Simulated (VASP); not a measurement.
VASP ran on this input.

**INCAR**
```
SYSTEM  =  NiO
PREC  =  Accurate; ENCUT  =  620; LREAL  =  .FALSE.
LASPH  =  .TRUE.
EDIFF  =  1E-6; NELM  =  100; ALGO  =  Normal
LMAXMIX  =  4
ISMEAR  =  0; SIGMA  =  0.05
MAGMOM  =  1.1 -1.1 2*0.0
ISPIN  =  2
IBRION  =  2; NSW  =  40; ISIF  =  3
EDIFFG  =  -0.02; PSTRESS  =  50
LWAVE  =  .FALSE.; LCHARG  =  .FALSE.; LORBIT  =  10
```

POSCAR:
```
NiO
1
    4.0493508187     2.0130807759     2.0130807759
    2.0130807759     4.0493508187     2.0130807759
    2.0130807759     2.0130807759     4.0493508187
Ni O
2 2
Direct
  0.0000000000   1.0000000000   0.0000000000
  0.5000000000   0.5000000000   0.5000000000
  0.2500000000   0.2500000000   0.2500000000
  0.7500000000   0.7500000000   0.7500000000
```

KPOINTS:
```
Regular mesh
0
Gamma
 9 9 9
```

POTCAR, in this order: Ni O (LDA.64 set). Program: vasp_std.

Problem. Write an equivalent input for Quantum ESPRESSO's pw.x.

Solution. One equivalent input (not run):
```
&CONTROL
  calculation = 'vc-relax'
  pseudo_dir = './pseudo'
  outdir = './out'
  tprnfor = .true.
  tstress = .true.
  nstep = 40
  forc_conv_thr = 0.00078
/
&SYSTEM
  ibrav = 0
  nat = 4
  ntyp = 3
  ecutwfc = 98
  occupations = 'smearing'
  smearing = 'gaussian'
  degauss = 0.003675
  input_dft = 'pz'
  nspin = 2
  starting_magnetization(1) = 0.11
  starting_magnetization(2) = -0.11
/
&ELECTRONS
  conv_thr = 7.3e-08
  electron_maxstep = 100
/
&IONS
/
&CELL
  press = 50
/
ATOMIC_SPECIES
  Ni1 58.693 Ni.upf
  Ni2 58.693 Ni.upf
  O 15.999 O.upf
CELL_PARAMETERS angstrom
     4.0493508    2.0130808    2.0130808
     2.0130808    4.0493508    2.0130808
     2.0130808    2.0130808    4.0493508
ATOMIC_POSITIONS crystal
  Ni1  0.0000000  1.0000000  0.0000000
  Ni2  0.5000000  0.5000000  0.5000000
  O    0.2500000  0.2500000  0.2500000
  O    0.7500000  0.7500000  0.7500000
K_POINTS automatic
  9 9 9 0 0 0
```
The two are equivalent in intent, not identical: the potentials are each code's own (VASP's PAW set, PseudoDojo norm-conserving files in pw.x), so ENCUT and ecutwfc are chosen apart and not converted; conv_thr bounds pw.x's estimated SCF error, while EDIFF bounds the energy change between steps; starting_magnetization is a fraction of the valence charge and MAGMOM a moment in μB, so they match only roughly; forc_conv_thr acts on force components and is met together with etot_conv_thr.

The compound is NiO in the rock salt, AFM-II order structure. This run relaxes it under an external pressure of 5 GPa. Symmetry was kept, so distortions that lower it aren't found.
